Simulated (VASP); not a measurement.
Given:

```
SnTe
1.0
    0.00000     3.16000     3.16000
    3.16000     0.00000     3.16000
    3.16000     3.16000     0.00000
Sn Te
1 1
Direct
  0.00000   0.00000   0.00000
  0.50000   0.50000   0.50000
```

Computed with r2SCAN meta-GGA, VASP's PBE PAW potentials (set 64) (plane waves; VASP). Settings: 480 eV cut-off, 7×7×7 Γ-centred mesh, Gaussian smearing of 0.050 eV, potentials Sn_d Te.

Energy and stress use the plane-wave basis of the starting cell.

Task: The ions, cell shape and volume are relaxed. Predict the relaxed structure.

Result: 
```
SnTe
1.0
    0.00000     3.18505     3.18505
    3.18505     0.00000     3.18505
    3.18505     3.18505     0.00000
Sn Te
1 1
Direct
  0.00000   0.00000   0.00000
  0.50000   0.50000   0.50000
```
Space group Fm-3m (225), at a tolerance of 0.03 Å.

Task: How do energy and volume change from the first to the last step?

Result: The energy (σ→0) changes by -2.5 meV/atom and the volume by +2.4 %, in 3 ionic steps.

The compound is SnTe in the rock salt structure, which distorts at low temperature. This run relaxes it. Symmetry was kept, so distortions that lower it aren't found.
